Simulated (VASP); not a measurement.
An input for Ansatz (written as the equivalent of a VASP run, and not itself run):

Ansatz 0.2 input:
```yaml
crystal:
  lattice:
    - [2.0833496, -3.6084676, 0.0000000]
    - [2.0833496, 3.6084676, 0.0000000]
    - [0.0000000, 0.0000000, 6.6426941]
  atoms:
    - { symbol: Cd, position: [0.0000000, 0.0000000, 0.0000000] }
    - { symbol: I, position: [0.3333330, 0.6666670, 0.2547152] }
    - { symbol: I, position: [0.6666670, 0.3333330, 0.7452848] }
kpoints:
  mp_grid: { grid: [6, 6, 3] }
hamiltonian:
  xc: lda
  pseudopotentials: { kind: paw }
scf:
  occupations: { method: gaussian, width: 0.05 }
  max_iter: 100
relax:
  max_steps: 60
  f_tol: 0.02
  cell: {}
output: { forces: true, stress: true, eigenvalues: true }
```

Task: Write the VASP files for the same calculation (LDA).

Result: Several could match; the one computed here: 
### INCAR
```
SYSTEM = CdI2
PREC = Accurate; ENCUT = 400; LREAL = .False.
LASPH = .True.
EDIFF = 1E-6; NELM = 100; ALGO = Normal
LMAXMIX = 4
ISMEAR = 0; SIGMA = 0.05
IBRION = 2; NSW = 60; ISIF = 3
EDIFFG = -0.02
LWAVE = .False.; LCHARG = .False.
```

### KPOINTS
```
Automatic mesh
0
Gamma
 6 6 3
0 0 0
```

File POSCAR:
```
CdI2
1
    2.0833495857    -3.6084676053     0.0000000000
    2.0833495857     3.6084676053    -0.0000000000
    0.0000000000     0.0000000000     6.6426940805
Cd I
1 2
Direct
  0.0000000000   0.0000000000   0.0000000000
  0.3333330000   0.6666670000   0.2547151979
  0.6666670000   0.3333330000   0.7452848021
```

POTCAR, in this order: Cd I (LDA.64 set). Program: vasp_std.

What does not carry over: each code has its own PAW files, so the cut-off isn't converted (ENCUT is set for VASP's; basis.ecutwfc is left out, and Ansatz then takes the one that its files recommend); Ansatz stops its SCF on the density residual and VASP on the energy change (EDIFF); Ansatz's lda is the Perdew-Wang form, while the LDA potentials of VASP carry Perdew-Zunger's.

The compound is CdI2 in the 1T layered structure. It was relaxed first, which changed the volume by -6 %. The start is the result of an earlier pass.
